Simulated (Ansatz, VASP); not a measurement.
**AlIn in VASP and in Ansatz**

```xyz
2
Lattice="3.0129 0.0000 0.0000 -1.5064 2.6092 0.0000 0.0000 0.0000 5.7493" Properties=species:S:1:pos:R:3 pbc="T T T"
Al    0.0000    0.0000    0.0000
In    0.0000    0.0000    2.8746
```

The cell was built by a generator and needn't be a form met in nature.

Alike in both runs: task single point; functional PBE; k mesh 10 × 10 × 5; occupations fermi-dirac, width 0.05 eV; no spin polarisation.

```csv
,VASP,Ansatz
version,VASP 6.6.1,Ansatz 0.2.0
potentials or method,"VASP PAW PBE potentials, release 64 (Al, In_d)",Ansatz PAW
plane-wave cutoff (eV),520,420
valence electrons in the cell,16,16
```

Ansatz gave:

```
gap on the k mesh at the Fermi level (eV)       : none
pressure (GPa)                                  : 2.0
largest component of the traceless stress (GPa) : 0.73
```

**Question.** Which values does VASP return?

**Answer.** gap on the k mesh at the Fermi level (eV): none; pressure (GPa): 2.0; largest component of the traceless stress (GPa): 0.74.

A gap of «none» marks a metal or a gap that the smearing closes. The functional is the same, so the differences come from potentials, cutoffs and numerics.
